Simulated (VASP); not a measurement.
CdSb2O4:

```
Cd Sb O
1.0
     5.69963    0.00000    0.00000
    -2.84981    4.93602    0.00000
     0.00000    0.00000    5.05024
Cd Sb O
1 2 4
Direct
  0.00000 0.00000 0.00000
  0.33333 0.66667 0.00000
  0.66667 0.33333 0.00000
  0.00000 0.00000 0.50000
  0.50000 0.00000 0.00000
  0.00000 0.50000 0.00000
  0.50000 0.50000 0.00000
```

The cell was built by a generator and needn't be a form met in nature.

```yaml
Program: VASP 6.6.1
Task: relaxation of cell and atoms
Functional: PBE
Potentials_or_basis: VASP PAW PBE potentials, release 64 (Cd, Sb, O)
Cutoff: 520 eV
k_mesh: 3 × 3 × 3
Occupations: gaussian, width 0.15 eV
Spin: no spin polarisation
```

At the start: pressure 66.1 GPa; volume 20.30 Å³/atom.

**Question.** Where does the relaxation end?

**Answer.** Over 14 steps the energy falls by 2590.9 meV/atom and the volume is 22.59 Å³/atom (+11.3 %); space group P6/mmm (No. 191, to 0.05 Å).

The path:
| step | energy change (eV) | largest force (eV/Å) | pressure (GPa) | volume (Å³) |
| --- | --- | --- | --- | --- |
| 1 | 0.0000 | 0.0000 | 66.14 | 142.08 |
| 2 | 10.8156 | 0.0000 | -31.48 | 354.30 |
| 3 | -14.8371 | 0.0000 | -10.27 | 224.39 |
| 4 | -15.4054 | 0.0000 | -6.59 | 212.72 |
| 5 | -15.5070 | 0.0000 | -3.47 | 204.70 |
| 6 | -15.5076 | 0.0000 | -4.06 | 206.05 |
| 7 | -16.5770 | 0.0000 | -4.81 | 190.39 |
| 8 | -18.0120 | 0.0000 | -3.28 | 167.07 |
| 9 | -1.5749 | 0.0000 | 63.23 | 120.21 |
| 10 | -18.0541 | 0.0000 | -3.07 | 165.57 |
| 11 | -18.1061 | 0.0000 | -1.85 | 160.47 |
| 12 | -18.1085 | 0.0000 | -2.02 | 161.38 |
| 13 | -18.0623 | 0.0000 | 3.52 | 152.79 |
| 14 | -18.1365 | 0.0000 | -0.22 | 158.11 |

Final structure:
```
Cd Sb O
1.0
     6.90575    0.00000    0.00000
    -3.45287    5.98055    0.00000
     0.00000    0.00000    3.82838
Cd Sb O
1 2 4
Cartesian
  0.0000 0.0000 0.0000
  0.0000 3.9870 0.0000
  3.4529 1.9935 0.0000
  0.0000 0.0000 1.9142
  3.4529 0.0000 0.0000
  -1.7264 2.9903 0.0000
  1.7264 2.9903 0.0000
```

Caveat: the k mesh is coarse (spacing up to 0.42 Å⁻¹), so the values aren't converged.
